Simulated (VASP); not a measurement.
OSZICAR of a VASP run on Ti₃In₃Rh₂ (space group P-62m):

**OSZICAR**
```
       N       E                     dE             d eps       ncg     rms          rms(c)
DAV:   1     0.121343058769E+04    0.12134E+04   -0.38778E+04  1520   0.162E+03
DAV:   2     0.103746446339E+03   -0.11097E+04   -0.10834E+04  1512   0.544E+02
DAV:   3    -0.462661004357E+02   -0.15001E+03   -0.14313E+03  1854   0.203E+02
DAV:   4    -0.630413959373E+02   -0.16775E+02   -0.16514E+02  2352   0.552E+01
DAV:   5    -0.639326393951E+02   -0.89124E+00   -0.88989E+00  2336   0.106E+01    0.206E+01
DAV:   6    -0.628596183623E+02    0.10730E+01   -0.70498E+01  2137   0.353E+01    0.250E+01
DAV:   7    -0.579901645306E+02    0.48695E+01   -0.53889E+01  1853   0.309E+01    0.822E+00
DAV:   8    -0.569273499341E+02    0.10628E+01   -0.43112E+00  1896   0.105E+01    0.363E+00
DAV:   9    -0.567919328286E+02    0.13542E+00   -0.11929E+00  2122   0.405E+00    0.186E+00
DAV:  10    -0.567803137547E+02    0.11619E-01   -0.90788E-02  2008   0.167E+00    0.846E-01
DAV:  11    -0.567787374076E+02    0.15763E-02   -0.19797E-02  2032   0.649E-01    0.278E-01
DAV:  12    -0.567777834858E+02    0.95392E-03   -0.53241E-03  2120   0.371E-01    0.105E-01
DAV:  13    -0.567777545847E+02    0.28901E-04   -0.32813E-04  2368   0.972E-02    0.504E-02
DAV:  14    -0.567777560889E+02   -0.15042E-05   -0.19488E-05  1920   0.212E-02    0.210E-02
DAV:  15    -0.567777564449E+02   -0.35597E-06   -0.49855E-06  1528   0.114E-02
   1 F= -.56777756E+02 E0= -.56683591E+02  d E =-.188331E+00
```

### Question
Which electronic solver shows in the log?

### Answer
It is blocked Davidson (ALGO = Normal, or the opening steps of other solvers). The INCAR had ALGO = Normal.

### Question
Can the final energy be trusted as converged?

### Answer
The run converged. It stopped with EDIFF = 1E-6, NELM = 100 (LDA (Ceperley-Alder, Perdew-Zunger), plane waves, VASP's LDA PAW potentials (set 64)).

The structure comes from a computed database's Ti3In3Rh2 entry; how it stands against other phases isn't given here. The cell was not relaxed at this level. The k-mesh is coarse (spacing up to 0.34 per Å, 2π included), so the numbers may not be converged in it. The run is one of a series of settings (GGA removed, POTCAR Ti_sv In_d Rh_pv (LDA.64 set) against the base run), some of them coarse on purpose. The electron count is odd and the run is not spin-polarised, which forces a metal.
